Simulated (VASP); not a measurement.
Data:

```xyz
5
Lattice="3.9826 0.0000 0.0000 0.0000 3.9826 0.0000 0.0000 0.0000 3.9826" Properties=species:S:1:pos:R:3 pbc="T T T"
K      0.0000     0.0000     0.0000
Zn     1.9913     1.9913     1.9913
F      1.9913     0.0000     1.9913
F      0.0000     1.9913     1.9913
F      1.9913     1.9913     0.0000
```

These are PBE GGA, VASP's PBE PAW potentials (set 64) (plane waves; VASP) values and carry that method's errors. Settings: 620 eV cut-off, 6×6×6 Γ-centred mesh, Gaussian smearing of 0.050 eV, potentials K_sv Zn F.

What does the run give for the energy per atom (σ→0), pressure, band gap (on the k-mesh) with the smallest direct gap where there is one?

The band gap (on the k-mesh) comes out as 3.92 eV, the smallest direct gap (on the k-mesh) is 6.08 eV and the energy per atom (σ→0) is -4.023 eV/atom. The pressure is 9.80 GPa.

The compound is KZnF3 in the cubic perovskite structure. It was relaxed first under an external pressure of 10 GPa.
